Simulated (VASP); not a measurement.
Given:

```
Ta2O5
1.0
    3.84506     0.00000    -0.00335
    0.00000     3.86404     0.00000
   -1.82635     0.00000     6.53066
Ta O
2 5
Direct
  0.64852   0.00000   0.79140
  0.35148   0.00000   0.20860
  0.66221   0.50000   0.79909
  0.33779   0.50000   0.20091
  0.18908   0.00000   0.87030
  0.81092   0.00000   0.12970
  0.50000   0.00000   0.50000
```

These are r2SCAN meta-GGA, VASP's PBE PAW potentials (set 64) (plane waves; VASP 6.6.1) values and carry that method's errors. Settings: 520 eV cut-off, 7×7×4 Γ-centred mesh, tetrahedra with Blöchl corrections, potentials Ta_pv O.

The cores are frozen, which limits the accuracy of field gradients.

Task: Give the principal components of the electric field gradient (V/Å²) and the asymmetry η at each nucleus.

Result: 
```tsv
atom	Vxx	Vyy	Vzz	η
Ta1	211.0	151.1	-362.2	0.17
Ta2	211.0	151.1	-362.2	0.17
O3	-3.4	-0.1	3.5	0.94
O4	-3.4	-0.1	3.5	0.94
O5	40.4	15.1	-55.6	0.46
O6	40.4	15.1	-55.6	0.46
O7	25.4	22.2	-47.7	0.07
```

The structure comes from a computed database's Ta2O5 entry (P2/m); how it stands against other phases isn't given here. It was relaxed first.
